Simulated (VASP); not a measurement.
# GeCN2 under changes of volume

One of the cells (12.456 Å³/atom); the others are scaled copies at fixed shape and fractional positions:

```
CELL_PARAMETERS angstrom
1.71980 0.99293 4.86297
-1.71980 0.99293 4.86297
0.00000 -1.98586 4.86297
ATOMIC_POSITIONS crystal
Ge 0.00000 0.00000 0.00000
N 0.58453 0.58453 0.58453
N 0.41547 0.41547 0.41547
C 0.50000 0.50000 0.50000
```

The cell comes from a database or a generator and needn't be the stable form of this composition.

```yaml
Program: VASP 6.6.1
Functional: LDA
Potentials_or_basis: VASP PAW LDA potentials, release 64 (Ge_d, N, C)
Cutoff: 520 eV
k_mesh: 8 × 8 × 8
Occupations: gaussian, width 0.02 eV
Spin: no spin polarisation
```

```tsv
volume (Å³/atom)	energy over the lowest point (meV/atom)	pressure (GPa)	gap on the mesh (eV)	largest force (eV/Å)
11.958	11.32	7.0	0.53	1.266
12.207	?	?	?	?
12.456	0.00	0.2	0.70	0.008
12.705	1.79	-2.8	0.78	0.558
12.955	7.96	-5.4	0.85	1.085
```

What does the run at 12.207 Å³/atom give?

Energy over the lowest point 3.01 meV/atom; pressure 3.4 GPa; gap on the mesh 0.62 eV; largest force 0.614 eV/Å.

Worked out: A Birch-Murnaghan fit of order 2 (a polynomial in V^(-2/3)) to the other rows has its minimum at 12.48 Å³/atom with B0 = V·E''(V) = 153 GPa at fixed shape and positions, which overstates the stiffness. It gives 3.01 meV/atom at 12.207 Å³/atom, against the run's 3.01, and -dE/dV = 3.6 GPa, against 3.4. A straight line through the other rows of the gap, of slope 4.02 eV per unit of ln V, gives 0.62 eV, against the run's 0.62.

Energies are extrapolated to zero smearing.

Caveats: the standard files for N, O and F lose accuracy on very short bonds; forces of over 1 eV/Å show positions far from the minimum, so gaps and moduli don't describe the material at rest (some runs).

A mesh can miss the band edges. Spin-orbit coupling on Ge is left out.
